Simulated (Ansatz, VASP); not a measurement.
## Cross-check of CuF2 between VASP and Ansatz

One calculation is typed for both programs; each brings its own data sets. How far apart do they land? The cell is taken from a series of runs on this material, whose earlier steps may have relaxed, scaled, displaced or heated it; both programs get it as it stands.

Calculated with Ansatz 0.2.0; plane waves, with VASP 6.6.1 beside it; single point at PBEsol.

### 1. The starting structure

The cell holds 3 atoms: 1 Cu and 2 F. Its edges and angles: a = 3.136 Å, b = 3.136 Å, c = 28.816 Å, α = 90.0°, β = 90.0°, γ = 120.0°. Vacuum lies along c.

### 2. VASP: single point, PBEsol

With cell and atoms fixed, the geometry can't cause a difference; cores, projectors, grids and the points listed under the comparison can.

Lines of VASP's logs that name or quote its potential files are left out, and so is its time.

The input, INCAR:

```
SYSTEM = CuF2
PREC = Accurate
ENCUT = 520
EDIFF = 1E-06
NELM = 120
ISMEAR = 0
SIGMA = 0.08
LREAL = .FALSE.
ALGO = Normal
GGA = PS
NBANDS = 18
LASPH = .TRUE.
LORBIT = 11
LWAVE = .FALSE.
LCHARG = .FALSE.
ISIF = 2
LDIPOL = .TRUE.
IDIPOL = 3
DIPOL = 0.5 0.5 0.321
LVHAR = .TRUE.
GGA_COMPAT = .FALSE.
NELMDL = -8
```

The input, POSCAR:

```
CuF2
1.0
    0.0000000000     -2.2176044100      2.2176044100
    2.2176044100      0.0000000000     -2.2176044100
   16.6371794900     16.6371794900     16.6371794900
Cu F
1 2
Direct
    0.0000000000      0.0000000000      0.3211399461
    0.3333333333      0.6666666667      0.3524955676
    0.6666666667      0.3333333333      0.2897843245
```

The input, KPOINTS:

```
Automatic mesh
0
Gamma
12 12 1
0 0 0
```

PAW data sets: Cu and F (PBE family, release 64).

Launch:

```bash
mpirun -np 1 vasp_std
```

Numbers of over 12 decimals in the logs are rounded to 6 here.

The program printed:

```text
[banner, memory and clock lines left out]
running    1 mpi-ranks, on    1 nodes
 distrk:  each k-point on    1 cores,    1 groups
 distr:  one band on    1 cores,    1 groups

 POSCAR found type information on POSCAR CuF
 POSCAR found :  2 types and       3 ions
|                                                                             |
|               ----> ADVICE to this user running VASP <----                  |
|                                                                             |
|     You enforced a specific xc type in the INCAR file but a different       |
|     [... a line on the potential file left out ...]
|     I HOPE YOU KNOW WHAT YOU ARE DOING!                                     |
|                                                                             |

 LDA part: xc-table for (Slater+PW92), standard interpolation
 POSCAR, INCAR and KPOINTS ok, starting setup
 FFT: planning ... GRIDC
 FFT: planning ... GRID_SOFT
 FFT: planning ... GRID
 WAVECAR not read
 entering main loop
       N       E                     dE             d eps       ncg     rms          rms(c)
DAV:   1     0.265554100019E+03    0.26555E+03   -0.90088E+03   692   0.105E+03
DAV:   2     0.350480291450E+02   -0.23051E+03   -0.21522E+03   834   0.272E+02
DAV:   3    -0.127547954622E+02   -0.47803E+02   -0.46522E+02  1094   0.139E+02
DAV:   4    -0.148172386768E+02   -0.20624E+01   -0.20482E+01   912   0.334E+01
DAV:   5    -0.148699735937E+02   -0.52735E-01   -0.52667E-01   888   0.504E+00
DAV:   6    -0.148721309694E+02   -0.21574E-02   -0.21573E-02   972   0.913E-01
DAV:   7    -0.148721652852E+02   -0.34316E-04   -0.34316E-04   908   0.904E-02
DAV:   8    -0.148721671898E+02   -0.19046E-05   -0.19046E-05   796   0.194E-02    0.974E+00
DAV:   9    -0.126206192475E+02    0.22515E+01   -0.19884E+01   884   0.889E+01    0.553E+00
DAV:  10    -0.121912895266E+02    0.42933E+00   -0.24710E+00   954   0.703E+01    0.187E+00
DAV:  11    -0.121893943162E+02    0.18952E-02   -0.40209E-01  1072   0.730E+00    0.902E-01
DAV:  12    -0.121741687413E+02    0.15226E-01   -0.37054E-02   952   0.477E+00    0.346E-01
DAV:  13    -0.121718678703E+02    0.23009E-02   -0.13910E-02   972   0.394E+00    0.619E-02
DAV:  14    -0.121724196523E+02   -0.55178E-03   -0.13868E-03   974   0.557E-01    0.514E-02
DAV:  15    -0.121724496649E+02   -0.30013E-04   -0.23348E-04  1002   0.559E-01    0.925E-03
DAV:  16    -0.121725138748E+02   -0.64210E-04   -0.37825E-05   968   0.128E-01    0.524E-03
DAV:  17    -0.121725741692E+02   -0.60294E-04   -0.16841E-05   862   0.356E-02    0.478E-03
DAV:  18    -0.121726076603E+02   -0.33491E-04   -0.68485E-06   908   0.452E-02    0.328E-03
DAV:  19    -0.121726145303E+02   -0.68700E-05   -0.15581E-06   742   0.419E-02    0.151E-03
DAV:  20    -0.121726193607E+02   -0.48305E-05   -0.77942E-07   694   0.116E-02    0.394E-04
DAV:  21    -0.121726202986E+02   -0.93788E-06   -0.27861E-07   734   0.527E-03
   1 F= -.12172620E+02 E0= -.12161423E+02  d E =-.223939E-01
```

OUTCAR, selected parts (step 2):

```text
ion  position               nearest neighbor table
   1  0.000  0.000  0.321-   2 2.02   2 2.02   2 2.02   3 2.02   3 2.02   3 2.02
   2  0.333  0.667  0.352-   1 2.02   1 2.02   1 2.02
   3  0.667  0.333  0.290-   1 2.02   1 2.02   1 2.02

  LATTYP: Found a hexagonal cell.
 ALAT       =     3.1361662326
 C/A-ratio  =     9.1884288122

 Subroutine GETGRP returns: Found 12 space group operations
 (whereof  6 operations were pure point group operations)

The static configuration has the point symmetry C_3v.
 The point group associated with its full space group is D_3d.

 Found     19 irreducible k-points:

   k-points           NKPTS =     19   k-points in BZ     NKDIM =     19   number of bands    NBANDS=     18

   dimension x,y,z NGX =    24 NGY =   24 NGZ =  216
   dimension x,y,z NGXF=    48 NGYF=   48 NGZF=  432

   ENCUT  =  520.0 eV  38.22 Ry    6.18 a.u.   5.83  5.83 53.58*2*pi/ulx,y,z

   NELECT =      25.0000    total number of electrons

 k-points in reciprocal lattice and weights: Automatic mesh
   0.00000000  0.00000000  0.00000000       0.007
   0.08333333  0.00000000  0.00000000       0.042
   0.16666667  0.00000000  0.00000000       0.042
   0.25000000  0.00000000  0.00000000       0.042
   0.33333333  0.00000000  0.00000000       0.042
   0.41666667  0.00000000  0.00000000       0.042
   0.50000000  0.00000000  0.00000000       0.021
   0.08333333  0.08333333  0.00000000       0.042
   0.16666667  0.08333333  0.00000000       0.083
[...]
0.33333333  0.25000000  0.00000000       0.083
   0.33333333  0.33333333  0.00000000       0.014

 dipolmoment          -0.000000     -0.000000     -0.000000 electrons x Angstroem

 average (electrostatic) potential at core
       1 -76.2799       2 -84.8238       3 -84.8238

 E-fermi :  -6.0391

 k-point     1 :       0.0000    0.0000    0.0000
  band No.  band energies     occupation
    ...
      7      -9.4590      2.00000
      8      -9.1001      2.00000
      9      -7.7024      2.00000
     10      -7.7024      2.00000
     11      -7.0124      2.00000
     12      -5.8469      0.00068
     13      -5.8469      0.00068
     14      -2.1000      0.00000
     15       0.3483      0.00000
     16       1.1307      0.00000
    ...

 k-point     2 :       0.0833    0.0000    0.0000
  band No.  band energies     occupation
    ...
      7      -9.5395      2.00000
      8      -9.0565      2.00000
      9      -7.6506      2.00000
     10      -7.6504      2.00000
     11      -7.0178      2.00000
     12      -5.9471      0.10422
     13      -5.8735      0.00343
     14      -1.8576      0.00000
     15       0.5049      0.00000
     16       1.2716      0.00000
    ...

 k-point     3 :       0.1667    0.0000    0.0000
  band No.  band energies     occupation
    ...
      8      -8.9694      2.00000
      9      -7.5569      2.00000
     10      -7.5457      2.00000
     11      -7.0603      2.00000
     12      -6.1851      1.99015
     13      -5.9341      0.06350
     14      -1.1946      0.00000
     15       0.9462      0.00000
     16       1.6937      0.00000
     17       1.9663      0.00000
    ...

  Total        0.0505185      0.0505185      0.0505185     -0.0356474     -0.0356474     -0.0356474
  in kB        0.3297555      0.3297555      0.3297555     -0.2326852     -0.2326852     -0.2326852
  external PRESSURE =       0.3297555 kB  Pullay stress =       0.0000000 kB

  energy-cutoff  :      520.00
  volume of cell :      245.45
      direct lattice vectors                 reciprocal lattice vectors
     0.000000000 -2.217604410  2.217604410     0.150312351 -0.300624703  0.150312351
     2.217604410  0.000000000 -2.217604410     0.300624703 -0.150312351 -0.150312351
    16.637179490 16.637179490 16.637179490     0.020035447  0.020035447  0.020035447

 POSITION                                       TOTAL-FORCE (eV/Angst)
 -----------------------------------------------------------------------------------
      5.34286      5.34286      5.34286        -0.000000     -0.000000      0.000000
      7.34293      5.12533      5.12533         0.028343      0.028343      0.028343
      5.56040      3.34279      5.56040        -0.028343     -0.028343     -0.028343
 -----------------------------------------------------------------------------------
    total drift:                               -0.000372     -0.000373     -0.000372

  FREE ENERGIE OF THE ION-ELECTRON SYSTEM (eV)
  ---------------------------------------------------
  free  energy   TOTEN  =       -12.1726202986 eV

  energy  without entropy=      -12.1502263839  energy(sigma->0) =      -12.16142334

 vacuum level on the upper side and lower side of the slab         1.214         1.214

 total charge
# of ion       s       p       d       tot
------------------------------------------
    1        0.281   0.314   9.094   9.689
    2        1.741   4.303   0.000   6.044
    3        1.741   4.303   0.000   6.044
--------------------------------------------------
tot          3.762   8.921   9.094  21.776

[... 3 further parts left out ...]
```

This run has no spin polarisation, so a moment on Cu, if there is one, isn't seen. Its electron count is odd, so without a moment it is a metal by construction.

### 3. Ansatz: single point, PBEsol

Ansatz runs on its default PAW (the set named soft_2) files.

The same cell, functional, mesh and smearing now go to Ansatz, which takes its cutoff from its data sets.

The input, input.yaml:

```yaml
crystal:
  lattice:
    - [0.0, -2.21760441, 2.21760441]
    - [2.21760441, 0.0, -2.21760441]
    - [16.63717949, 16.63717949, 16.63717949]
  atoms:
    - { symbol: Cu, position: [0.0, 0.0, 0.3211399461] }
    - { symbol: F, position: [0.3333333333, 0.6666666667, 0.3524955676] }
    - { symbol: F, position: [0.6666666667, 0.3333333333, 0.2897843245] }
  periodic: [true, true, false]
kpoints:
  mp_grid: { grid: [12, 12, 1] }
  band_path:
    path:
      - [0.0, 0.0, 0.0]
      - [0.5, 0.0, 0.0]
      - [0.33333333, 0.33333333, 0.0]
      - [0.0, 0.0, 0.0]
    npoints: 10
hamiltonian:
  xc: pbesol
scf:
  occupations: { method: gaussian, width: 0.08 }
  n_extra_bands: 19
  max_iter: 150
  lower_state_search: "off"
output:
  eigenvalues: true
  forces: true
  stress: true
  fatbands: true
  write_density: true
  write_potential: true
  elf: true
  volumetric_format: npy
```

Launch:

```bash
ansatz run input.yaml --threads 4 --pin off --max-ram 14745MiB --backend cpu --events-out ev --progress --plain --runs-dir out
```

The program printed:

```text
scf.n_extra_bands = 19 over 17 filled bands (N_el = 33.0): the run solves 36 bands
Engine: ansatz 0.2.0, aarch64-unknown-linux-gnu
Pseudopotentials: kind: paw
Pseudopotential: Cu, paw, valence charge 19, recommended cutoff 420 eV (normal), Cu.paw.azcp
Pseudopotential: F, paw, valence charge 7, recommended cutoff 420 eV (normal), F.paw.azcp
Functional definition: PBEsol
  exchange = pbesol_x
  correlation = pbesol_c
Crystal: 3 atoms, lattice volume = 245.453 Å³
Basis set: ecut = 420 eV, 4777 PW (Γ), exchange–correlation on 48×48×400 points (8 copies of the dense FFT grid, shifted against one another)
Bands: 36, of which v1, the nominal top of the filled ones, is band 17 counted from 1 (16 counted from 0)
Symmetry: 12 space group operations
Space group: P-3m1 (ITA 164), of the structure as read, at distance tolerance 6.3e-5 Å
k-points: 19 of 144
Non-local potential: Cu, projectors of the file, l = 0: 3, l = 1: 2, l = 2: 3, l = 3: 1
Non-local potential: F, projectors of the file, l = 0: 2, l = 1: 2, l = 2: 1
PAW form: soft (Blöchl's): semilocal exchange-correlation on the pseudo side does not see the compensation charge
PAW frozen core: Cu, regenerated for the run's functional, and the local potential with it (the file was generated under x = pbe(κ = 0.804, μ = 0.219515), c = pbe(β = 0.066725))
PAW frozen core: F, regenerated for the run's functional, and the local potential with it (the file was generated under x = pbe(κ = 0.804, μ = 0.219515), c = pbe(β = 0.066725))
PAW one-centre angular grid: Cu, 590 points (default); XC on 64 Gauss nodes
PAW one-centre angular grid: F, 110 points (default); XC on 64 Gauss nodes
Initial density: superposition of atomic densities (neutral atoms: chi_scale 0, normalization atom), corrected by the library's trained network
Initial wavefunctions: pseudopotential atomic-orbital guess
Functional: x = pbesol(κ = 0.804, μ = 0.123457), c = pbesol(β = 0.046)
SCF iter   1: F=—  HF=-8188.007931 eV  |F-HF|=—  |Δ(HF+E_count)|=         —  Δρ=6.50e-3  dr2=6.57e-2  ethr=1.77e-3  ⟨swp⟩=7.9  Hψ=4104  notcnv=0  defer=140
preconditioner: auto → LDOS  [metal: Δε(μ)=0.016 eV  Ē_g=18.458 eV  σ=0.080 eV  W_gap=0.11  n_scr=16 (ndim 8)  ℏωp=11.9 eV  f_vac=0.845  D(μ)=6.80/eV (n_scr^D=20)  β→1.0]
SCF iter   2: F=—  HF=-8188.007673 eV  |F-HF|=—  |Δ(HF+E_count)|=   2.59e-4  Δρ=6.74e-3  dr2=5.21e-2  ethr=1.99e-4  ⟨swp⟩=2.9  Hψ=1462  notcnv=0  defer=221
SCF iter   3: F=—  HF=-8187.989857 eV  |F-HF|=—  |Δ(HF+E_count)|=   1.78e-2  Δρ=1.66e-3  dr2=5.22e-3  ethr=1.58e-4  ⟨swp⟩=3.4  Hψ=1114  notcnv=0  defer=221
SCF iter   4: F=—  HF=-8187.991520 eV  |F-HF|=—  |Δ(HF+E_count)|=   1.66e-3  Δρ=1.67e-3  dr2=4.94e-3  ethr=1.58e-5  ⟨swp⟩=2.0  Hψ=655  notcnv=0  defer=221
SCF iter   5: F=—  HF=-8187.991672 eV  |F-HF|=—  |Δ(HF+E_count)|=   1.52e-4  Δρ=1.42e-3  dr2=3.48e-3  ethr=1.50e-5  ⟨swp⟩=1.9  Hψ=591  notcnv=0  defer=221
SCF iter   6: F=—  HF=-8187.991226 eV  |F-HF|=—  |Δ(HF+E_count)|=   4.46e-4  Δρ=2.54e-4  dr2=1.07e-4  ethr=1.05e-5  ⟨swp⟩=2.5  Hψ=804  notcnv=0  defer=221
SCF iter   7: F=—  HF=-8187.991426 eV  |F-HF|=—  |Δ(HF+E_count)|=   2.00e-4  Δρ=8.46e-5  dr2=1.67e-5  ethr=3.24e-7  ⟨swp⟩=2.6  Hψ=944  notcnv=0  defer=221
SCF iter   8: F=—  HF=-8187.991373 eV  |F-HF|=—  |Δ(HF+E_count)|=   5.27e-5  Δρ=1.52e-5  dr2=3.10e-7  ethr=5.05e-8  ⟨swp⟩=3.0  Hψ=1002  notcnv=0  defer=221
iter 9 met the thresholds in force, and the SCF goes on: an eigenvalue changes by 11.61 meV, over its tolerance of 10.00 meV (output.eigenvalues, Limitations)
SCF iter   9: F=-8187.991374 eV  HF=-8187.991374 eV  |F-HF|=1.39e-7  |Δ(HF+E_count)|=   1.19e-6  Δρ=2.11e-6  dr2=3.87e-9  ethr=3.03e-10  ⟨swp⟩=29.1  Hψ=7990  notcnv=0
SCF iter  10: F=-8187.991374 eV  HF=-8187.991374 eV  |F-HF|=3.88e-9  |Δ(HF+E_count)|=   1.37e-7  Δρ=3.06e-7  dr2=8.61e-11  ethr=1.17e-11  ⟨swp⟩=13.6  Hψ=4619  notcnv=0
SCF 1 converged in 10 iterations: F = -8187.991374 eV  dr2 = 8.61e-11
  greatest PAW one-centre occupation: 1.000 electrons in one spin orbital (limit 2), on the Cu atom at site 0 (counted from 0), in its partial waves of l = 0
NSCF: frozen V_eff on 31 k-points
WARN: The output density's exchange-correlation potential varies sharply where the density is thin. Do not read a vacuum level from v_tot or v_xc, or from such a field of the output density. On a cell that repeats whose density bears no net charge and no dipole along the vacuum's axis use v_es (v_loc + v_h of the components); under efield.dipole_correction with no amplitude use v_es + v_field, which holds any externa [...]
SCF converged after 10 iterations
an eigenvalue changed by more than its tolerance at an iteration that met the thresholds in force, so the SCF went on 1 time: the last check found none over its tolerance
Free energy (F): -8187.991374 eV
Harris-Foulkes:  -8187.991374 eV  (|F-HF|=3.88e-9)
Internal energy: -8187.968903 eV  (E = F + TS)
E sigma→0 (E₀):  -8187.980139 eV
Entropy (-TS):   -0.022471 eV (-7.490 meV/atom)
Fermi energy:    -7.192023 eV
--- Per-component energies (eV) ---
  E_band       = -1029.219084
  E_kinetic    = 705.669715
  E_local      = -79676.033151  (includes V_loc(G=0)·N_el)
  E_nonlocal   = 544.246055
  E_hartree    = 39146.287957
  E_xc         = -242.727339
  E_vxc        = -313.496298  (∫ρ·V_xc dr)
  E_paw        = -2014.483772  (= ΣΔE_a)
  E_vpaw       = -582.185225  (= ΣTr[D̂ρ^β])
  E_aug_tail   = 0.004538  (compensation charges beyond the density's cutoff)
  E_ewald      = 33348.776007
  E_core_change = 0.291087  (= ΣΔE_core)
  E_smearing   = -0.022471  (= −TS)
  E_closure    = -0.000000  (closes the sum)
  Σ components = -8187.991374   (vs F -8187.991374, Δ=0.00e0)
--- Forces (eV/Å), atoms counted from 1 ---
  atom   1  Cu    -0.00000000     0.00000000    -0.00000000
  atom   2  F      0.00579003     0.00579003     0.00579003
  atom   3  F     -0.00579003    -0.00579003    -0.00579003
  max |Σ_I F_I| component: 2.60e-18 eV/Å
--- 2D stress c σ (N/m, compression-positive) ---
        0.031133      -0.015566      -0.015566
       -0.015566       0.031133      -0.015566
       -0.015566      -0.015566       0.031133
  P = ½ c Tr σ = 0.0467 N/m
--- Band table (eV; the first three rows and the last of 19) ---
  k-point 0: bands = [... 13 lower, -8.8489, -8.1663, -6.9993, -6.9993, -3.2995, -0.8707 (-0.8707°), 0.0171 (-0.0318°?), 0.2548, ... 15 higher]
  k-point 1: bands = [... 13 lower, -8.7980, -8.1715, -7.0993, -7.0259, -3.0580, -0.7139 (-0.7140°), 0.1561 (0.1084°?), 0.4013, ... 15 higher]
  k-point 2: bands = [... 13 lower, -8.6940, -8.2132, -7.3362, -7.0866, -2.3968, -0.2725 (-0.2725°), 0.5709 (0.5277°?), 0.8350, ... 15 higher]
  k-point 18: bands = [... 13 lower, -8.4577, -8.4577, -7.5508, -7.5508, 1.7564, 3.9554, 4.4455, 4.4455, ... 15 higher]
  ° read free of the cell's end (the report's vacuum.weakly_bound_levels)
  °? not known for the slab's own: over its row's bound_up_to_ev there, or no deeper under its free states than its continued_xc_part_ev in size
```

### 4. Comparison

Known differences besides the potentials themselves: Ansatz cuts the interaction across the vacuum, VASP repeats the sheet with a dipole correction; the data sets hold 33 valence electrons in Ansatz (on its default PAW (the set named soft_2) files) and 25 in VASP; the cutoff is 420 eV in Ansatz and 520 eV in VASP; Ansatz makes its cores anew for this functional, VASP keeps those of its PBE data sets. Total energies have different zeros and are not compared.

Forces (eV/Å; atoms numbered as in POSCAR):

```
atom          Ansatz x, y, z            VASP x, y, z
 Cu1     0.000, 0.000, 0.000     0.000, 0.000, 0.000
  F2     0.006, 0.006, 0.006     0.028, 0.028, 0.028
  F3  -0.006, -0.006, -0.006  -0.028, -0.028, -0.028
```

The forces differ by 18 meV/Å r.m.s., where the r.m.s. force is 0.005 eV/Å in Ansatz and 0.023 eV/Å in VASP: the atoms lie near their places of rest in Ansatz, so a percentage would say little (all taken over all components). With vacuum in the cell, a pressure given here is an average over mostly empty space and none of the material.

### 5. Further runs

Further runs change the set-up of one program: Ansatz's method, potentials or start, or VASP's data sets, cutoff or form of LDA. The table gives that difference for each run.

```
                                                          run  r.m.s. force difference (meV/Å)
                                                     as above                               18
VASP with the data sets Cu_sv_GW and F and a cutoff of 610 eV                              5.8
```

### 6. Outcome

```
r.m.s. force difference (single point, PBEsol) : 18 meV/Å
```

The r.m.s. force difference is 18 meV/Å (single point, PBEsol), beyond the 12 meV/Å picked in this series as the mark of a large difference. The data sets hold unlike numbers of valence electrons (33 in Ansatz and 25 in VASP), so part of the differences comes from the potentials. Single point, PBEsol, VASP with the data sets Cu_sv_GW and F and a cutoff of 610 eV: r.m.s. force difference goes from 18 to 5.8 meV/Å. Such differences can come from data sets, numerical settings and the points named under the comparisons, not from the functional's error against experiment.

[Lines on the potential files, build, host, timing and source positions are cut from VASP's logs without a mark.]

[Logs are printed without paths, hosts, clocks, repeated set-up lines and the standing remarks that a program may print on its own settings, such as how far it seeks lower states.]

[Hosts, paths, dates, database ids (printed as entryN), source tags and the programs' standing remarks are cut or masked in the printed files.]
